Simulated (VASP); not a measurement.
Given:

```xyz
1
Lattice="-1.5428 1.5428 1.5428 1.5428 -1.5428 1.5428 1.5428 1.5428 -1.5428" Properties=species:S:1:pos:R:3 pbc="T T T"
Re     0.0000     0.0000     0.0000
```

Level of theory: PBEsol GGA, VASP's PBE PAW potentials (set 64) (plane waves; VASP). Settings: 400 eV cut-off, 18×18×18 Γ-centred mesh, tetrahedra with Blöchl corrections, potentials Re.

Unless said otherwise, spin-orbit coupling is left out, though it shifts the bands of the heavy elements here.

### Question
What does the run give for the energy per atom (σ→0), band gap (on the k-mesh) with the smallest direct gap where there is one?

### Answer

```yaml
band gap (on the k-mesh): none (metal, semimetal or under 0.01 eV)
energy per atom (σ→0): -13.038 eV/atom
```

The structure was generated: Re was put into the bcc type (Im-3m), which need not be its known phase. It was relaxed first.
